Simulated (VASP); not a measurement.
Here is the system:

```yaml
crystal:
  lattice:
    - [0.00000, 2.65200, 2.65200]
    - [2.65200, 0.00000, 2.65200]
    - [2.65200, 2.65200, 0.00000]
  atoms:
    - { symbol: Mg, position: [0.00000, 0.00000, 0.00000] }
    - { symbol: S, position: [0.50000, 0.50000, 0.50000] }
```

The numbers are results of PBE GGA, VASP's PBE PAW potentials (set 64) (plane waves; VASP 6.6.1), not measurements. Numerical set-up: EDIFF = 1E-2, 400 eV cut-off, 8×8×8 Γ-centred mesh, Gaussian smearing of 0.050 eV, potentials Mg S.

Question: What does the run give for the energy per atom (σ→0), pressure, band gap (on the k-mesh) with the smallest direct gap where there is one?

Answer: 
```json
{
 "band gap (on the k-mesh)": "2.66 eV",
 "smallest direct gap (on the k-mesh)": "3.28 eV",
 "energy per atom (σ→0)": "-409.4 kJ/mol of atoms",
 "pressure": "-2.52 GPa"
}
```

The absolute energy has meaning only against runs of the same code, potentials and settings.

The compound is MgS in the rock salt structure. The cell was not relaxed at this level. The run is one of a series of settings (EDIFF = 1E-2 against the base run), some of them coarse on purpose.
